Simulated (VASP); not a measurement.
Given:

```yaml
crystal:
  lattice:
    - [-0.00182, 5.76613, 5.77457]
    - [5.76613, -0.00182, 5.77457]
    - [2.88216, 2.88216, 0.00000]
  atoms:
    - { symbol: In, position: [0.99925, 0.99925, 0.00151] }
    - { symbol: In, position: [0.99907, 0.50111, 0.99982] }
    - { symbol: In, position: [0.50111, 0.99907, 0.99982] }
    - { symbol: P, position: [0.12502, 0.12502, 0.24996] }
    - { symbol: P, position: [0.14130, 0.61962, 0.23908] }
    - { symbol: P, position: [0.61962, 0.14130, 0.23908] }
    - { symbol: P, position: [0.61485, 0.61485, 0.27029] }
    - { symbol: Ga, position: [0.49979, 0.49979, 0.00043] }
```

Computed with PBEsol GGA, VASP's PBE PAW potentials (set 64) (plane waves; VASP). Settings: 400 eV cut-off, 4×4×8 Γ-centred mesh, tetrahedra with Blöchl corrections, potentials In_d P Ga_d.

Unless said otherwise, spin-orbit coupling is left out, though it shifts the bands of the heavy elements here.

**Question.** What does the run give for the energy per atom (σ→0), band gap (on the k-mesh) with the smallest direct gap where there is one?

**Answer.** 
| Quantity | Value |
|---|---|
| band gap (on the k-mesh) | 0.54 eV |
| smallest direct gap (on the k-mesh) | 0.54 eV |
| energy per atom (σ→0) | -4.650 eV/atom |

Only differences to runs with the same potentials and settings are physical.

The structure was generated: GaIn3P4 was put into an ordered model structure (Amm2), which need not be its known phase. It was relaxed first.
